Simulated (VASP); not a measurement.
Method: AM05 GGA, VASP's PBE PAW potentials (set 64) (plane waves; VASP).

The input files of a VASP run:

POSCAR:
```
Na
1.0
 -2.1300000000   2.1300000000   2.1300000000
  2.1300000000  -2.1300000000   2.1300000000
  2.1300000000   2.1300000000  -2.1300000000
Na
1
Direct
  0.0000000000   0.0000000000   0.0000000000
```

### KPOINTS
```
Automatic
0
Gamma
11 11 11
```

**INCAR**
```
ALGO = Normal
EDIFF = 1E-6
EDIFFG = -0.01
ENCUT = 520
GGA = AM
IBRION = 2
ISIF = 3
ISMEAR = 1
LASPH = .TRUE.
LCHARG = .FALSE.
LREAL = .FALSE.
LWAVE = .FALSE.
NELM = 100
NSW = 60
PREC = Accurate
SIGMA = 0.1
SYSTEM = Na
```

POTCAR, in this order: Na_pv (PBE.64 set). Program: vasp_std.

Energy and stress use the plane-wave basis of the starting cell.

Problem. What does the run give for the energy per atom (σ→0), volume per atom, band gap (on the k-mesh)?

Solution. 
- energy per atom (σ→0): -126.1 kJ/mol-atom
- band gap (on the k-mesh): none (metal, semimetal or under 0.01 eV)
- volume per atom: 37.03 Å^3/atom

File OSZICAR:
```
...
       N       E                     dE             d eps       ncg     rms          rms(c)
DAV:   1    -0.132186304973E+01   -0.14582E-01   -0.47394E-01   784   0.154E+01    0.834E-01
DAV:   2    -0.131119717024E+01    0.10666E-01   -0.13343E-02   784   0.252E+00    0.420E-01
DAV:   3    -0.130764432029E+01    0.35528E-02   -0.61671E-03   784   0.164E+00    0.434E-02
DAV:   4    -0.130740114512E+01    0.24318E-03   -0.20398E-04   798   0.345E-01    0.285E-03
DAV:   5    -0.130739852863E+01    0.26165E-05   -0.22480E-06   581   0.361E-02    0.130E-03
DAV:   6    -0.130739797709E+01    0.55153E-06   -0.57127E-07   413   0.183E-02
   5 F= -.13073980E+01 E0= -.13072824E+01  d E =-.115522E-02
```

The compound is Na in the bcc structure. This run relaxes it. Symmetry was kept, so distortions that lower it aren't found.
